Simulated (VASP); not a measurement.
Energy against volume of Sb (a7). Computed with revTPSS meta-GGA, VASP's PBE PAW potentials (set 64) (plane waves; VASP). Numerical set-up: 520 eV cut-off, 10×10×10 Γ-centred mesh, first-order Methfessel-Paxton smearing of 0.10 eV, potentials Sb.

Shape and ions are relaxed at each volume.

| V (Å³/atom) | E (eV/atom) |
|---|---|
| 28.443 | 14.60436 |
| 29.351 | 14.59253 |
| 30.259 | 14.58909 |
| 31.167 | 14.59249 |

Task: Fit these four points and predict the energy of the run at 32.074 Å³/atom.

Result: A cubic in V^(−2/3), the third-order Birch-Murnaghan form, passes through the four points with V0 = 30.23 Å³/atom and B0 = 40 GPa, and gives 14.6014 eV/atom there. The run gave 14.6012 eV/atom, -0.2 meV/atom from the fit; all five points give B0 = 40 GPa.

The compound is Sb in the a7 structure. It was relaxed first.
